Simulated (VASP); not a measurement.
Calculation: revTPSS meta-GGA, VASP's PBE PAW potentials (set 64) (plane waves; VASP 6.6.1).

Input for VASP

**POSCAR**
```
ZrC
1
    0.0000000000     2.3948103775     2.3948103775
    2.3948103775     0.0000000000     2.3948103775
    2.3948103775     2.3948103775     0.0000000000
Zr C
1 1
Direct
  0.0000000000   0.0000000000   0.0000000000
  0.5000000000   0.5000000000   0.5000000000
```

### INCAR
```
SIGMA  =  0.1
METAGGA  =  RTPSS
EDIFF  =  1E-7   # SCF stop (eV)
LREAL  =  .FALSE.   # projection in real space or not
ENCUT  =  520   # plane-wave cut-off (eV)
NELM  =  100
ISIF  =  2
LCHARG  =  .FALSE.
LMAXMIX  =  4
LMIXTAU  =  .TRUE.
ISMEAR  =  1
SYSTEM  =  ZrC
LASPH  =  .TRUE.   # aspherical one-centre terms
LWAVE  =  .FALSE.
ALGO  =  Normal   # blocked Davidson
PREC  =  Accurate
```

KPOINTS:
```
Automatic mesh
0
G
 13 13 13
0 0 0
```

POTCAR, in this order: Zr_sv C (PBE.64 set). Program: vasp_std.

Task: What does the run give for the energy per atom (σ→0), pressure, band gap (on the k-mesh)?

Result: 
```json
{
 "energy per atom (σ→0)": "-5.004 eV/atom",
 "band gap (on the k-mesh)": "none (metal, semimetal or under 0.01 eV)",
 "pressure": "-11.80 GPa"
}
```

### OSZICAR
```
...
DAV:  13    -0.100072447332E+02    0.16516E-02   -0.10343E-02  3200   0.967E-01    0.494E-02
DAV:  14    -0.100073388685E+02   -0.94135E-04   -0.13419E-04  2528   0.122E-01    0.398E-02
DAV:  15    -0.100073479663E+02   -0.90978E-05   -0.10181E-05  2740   0.333E-02    0.219E-02
DAV:  16    -0.100074649198E+02   -0.11695E-03   -0.60642E-05  2552   0.938E-02    0.356E-03
DAV:  17    -0.100074647803E+02    0.13954E-06   -0.40421E-06  2828   0.181E-02    0.363E-03
DAV:  18    -0.100074648818E+02   -0.10158E-06   -0.71647E-08  1452   0.208E-03    0.388E-03
DAV:  19    -0.100074648827E+02   -0.81286E-09   -0.13147E-08  1120   0.825E-04
   1 F= -.10007465E+02 E0= -.10007396E+02  d E =-.205832E-03
```

The compound is ZrC in the rock salt structure. This cell is one point of a volume scan, at 1.06 of the reference volume.
